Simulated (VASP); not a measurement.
A cell of Sr (fcc) near equilibrium:

```
Sr
1.0
    0.00000     2.95473     2.95473
    2.95473     0.00000     2.95473
    2.95473     2.95473     0.00000
Sr
1
Direct
  0.00000   0.00000   0.00000
```

All values below come from PBEsol GGA, VASP's PBE PAW potentials (set 64) (plane waves; VASP).

```
run               ΔE (meV/atom)   σxx   σyy   σzz  largest shear component, with its sign (GPa)  largest force (eV/Å)
----------------  -------------  ----  ----  ----  --------------------------------------------  --------------------
as it is                    0.0  0.03  0.03  0.03                                          0.00                 0.000
after one change            8.9  0.72  0.96  0.96                                          0.00                 0.000
```
Stress is in GPa, positive when the cell is compressed.

Q: Which change was made?
(A) uniaxial strain of +1.5 % along x
(B) isotropic strain of -0.5 %
(C) isotropic strain of -4.0 %
(D) biaxial strain of -3.0 % in the yz plane

A: D, biaxial strain of -3.0 % in the yz plane

The compound is Sr in the fcc structure.
